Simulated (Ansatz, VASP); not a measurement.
## TaNb2O5: VASP beside Ansatz

```xyz
8
Lattice="4.6450 -2.0770 0.0000 4.6450 2.0770 0.0000 -4.6443 0.0000 4.6457" Properties=species:S:1:pos:R:3 pbc="T T T"
Ta    0.0000    0.0000    0.0000
Nb    6.5031    0.0000    0.9291
Nb   -1.8574    0.0000    3.7166
O     4.6450    0.0000    0.0000
O     1.8581    0.0000    0.9291
O     2.7876    0.0000    3.7166
O    -0.9287    0.0000    1.8583
O     5.5744    0.0000    2.7874
```

Change from the starting cell: built by hand: vacancy-ordered rocksalt M3O5 (C2/m, No. 12).

Alike in both runs: task relaxation of cell and atoms; functional PBE; k mesh 3 × 3 × 3; occupations gaussian, width 0.15 eV; no spin polarisation.

```csv
,VASP,Ansatz
version,VASP 6.6.1,Ansatz 0.2.0
potentials or method,"VASP PAW PBE potentials, release 64 (Ta_pv, Nb_sv, O)","scalar-relativistic, plane waves, PAW"
plane-wave cutoff (eV),600,420
valence electrons in the cell,67,69
```

```csv
,VASP,Ansatz,Ansatz less VASP
"gap on the k mesh at the Fermi level, each at its own relaxed structure (eV)",none,none,-
relaxed volume (Å³/atom),11.77,11.75,-0.019
relaxed cell length with the largest relative difference (Å),5.325,5.309,-0.0161
energy change over the relaxation (meV/atom),-103,-105,-1.5
```

A gap of «none» marks a metal or a gap that the smearing closes. The two sets of potentials don't hold the same shells in valence.

Caveats: the k mesh is coarse (spacing up to 0.60 Å⁻¹), so the values aren't converged; an odd number of electrons without spin polarisation forces a metal; a magnetic or distorted state may lie lower. Spin-orbit coupling is left out, which matters for the levels of Ta.
